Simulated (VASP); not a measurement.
```
CdHgTe2
1.0
    0.00000     3.25117     3.25117
    3.25117     0.00000     3.25117
   12.99817    12.99817     0.00652
Hg Te Cd
2 4 2
Cartesian
  3.25182   3.25182   6.50170
  6.50080   6.50080   6.50389
  1.62697   1.62697   1.62421
  4.87752   4.87752   1.62483
  8.12284   8.12284   1.63067
 11.36892  11.36892   1.63578
  9.75086   9.75086   6.50500
 13.00019  13.00019   6.50685
```

These are PBEsol GGA, VASP's PBE PAW potentials (set 64) (plane waves; VASP) values and carry that method's errors. Settings: 400 eV cut-off, Gaussian smearing of 0.050 eV, potentials Hg Te Cd.

Unless said otherwise, spin-orbit coupling is left out, though it shifts the bands of the heavy elements here.

Question: Predict the band gap (along the path) with the smallest direct gap where there is one.

Answer: 
```yaml
band gap (along the path): none (metal, semimetal or under 0.01 eV)
```

The absolute energy has meaning only against runs of the same code, potentials and settings.

The structure was generated: Cd2Hg2Te4 was put into an ordered model structure (R3m), which need not be its known phase. It was relaxed first.
